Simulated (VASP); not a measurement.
Input for VASP

### KPOINTS
```
kpoints
0
gamma
7 7 4
0 0 0
```

**POSCAR**
```
IrO2
1
    6.1699326478    -0.0000000000     0.0000000000
   -3.0849663239     5.3433181708     0.0000000000
   -0.0000000000     0.0000000000     9.9229677533
Ir O
4 8
Direct
  0.3333330000   0.6666670000   0.0597730760
  0.6666670000   0.3333330000   0.5597730760
  0.6666670000   0.3333330000   0.9402269240
  0.3333330000   0.6666670000   0.4402269240
  0.3333330000   0.6666670000   0.2500000000
  0.6666670000   0.3333330000   0.7500000000
  0.5000000000   0.0000000000   0.0000000000
  0.5000000000   0.5000000000   0.5000000000
  0.0000000000   0.5000000000   0.0000000000
  0.5000000000   0.0000000000   0.5000000000
  0.5000000000   0.5000000000   0.0000000000
  0.0000000000   0.5000000000   0.5000000000
```

### INCAR
```
# general
SYSTEM =IrO2
PREC   =Accurate
ENCUT  =520   # plane-wave cut-off (eV)
LREAL  =F
LASPH  =T

# electronic loop
EDIFF  =1E-7   # SCF stop (eV)
NELM   =100   # most electronic steps
ALGO   =Normal
LMAXMIX=6

# smearing
ISMEAR =-5

# functional
GGA    =PS

# ions
ISIF   =2   # forces and stress, cell fixed

# output
LWAVE  =F
LCHARG =T
LORBIT =11   # lm-projected
NEDOS  =601   # DOS grid

# other
LEFG   =T
```

POTCAR, in this order: Ir O (PBE.64 set). Program: vasp_std.

**Question.** Translate this PBEsol calculation to Quantum ESPRESSO's pw.x.

**Answer.** One equivalent input (not run):
```
&CONTROL
  calculation = 'scf'
  pseudo_dir = './pseudo'
  outdir = './out'
  tprnfor = .true.
  tstress = .true.
/
&SYSTEM
  ibrav = 0
  nat = 12
  ntyp = 2
  ecutwfc = 84
  occupations = 'tetrahedra'
  input_dft = 'pbesol'
/
&ELECTRONS
  conv_thr = 7.3e-09
  electron_maxstep = 100
/
ATOMIC_SPECIES
  Ir 192.217 Ir.upf
  O 15.999 O.upf
CELL_PARAMETERS angstrom
     6.1699326   -0.0000000    0.0000000
    -3.0849663    5.3433182    0.0000000
    -0.0000000    0.0000000    9.9229678
ATOMIC_POSITIONS crystal
  Ir   0.3333330  0.6666670  0.0597731
  Ir   0.6666670  0.3333330  0.5597731
  Ir   0.6666670  0.3333330  0.9402269
  Ir   0.3333330  0.6666670  0.4402269
  O    0.3333330  0.6666670  0.2500000
  O    0.6666670  0.3333330  0.7500000
  O    0.5000000  0.0000000  0.0000000
  O    0.5000000  0.5000000  0.5000000
  O    0.0000000  0.5000000  0.0000000
  O    0.5000000  0.0000000  0.5000000
  O    0.5000000  0.5000000  0.0000000
  O    0.0000000  0.5000000  0.5000000
K_POINTS automatic
  7 7 4 0 0 0
```
What does not carry over: the potentials are each code's own (VASP's PAW set, PseudoDojo norm-conserving files in pw.x), so ENCUT and ecutwfc are chosen apart and not converted; conv_thr bounds pw.x's estimated SCF error, while EDIFF bounds the energy change between steps; the field gradients of LEFG aren't asked of the other code.

The structure was generated: IrO2 was put into the beta-tridymite type (P6_3/mmc), which need not be its known phase. It was relaxed first, which changed the volume by +11 %.
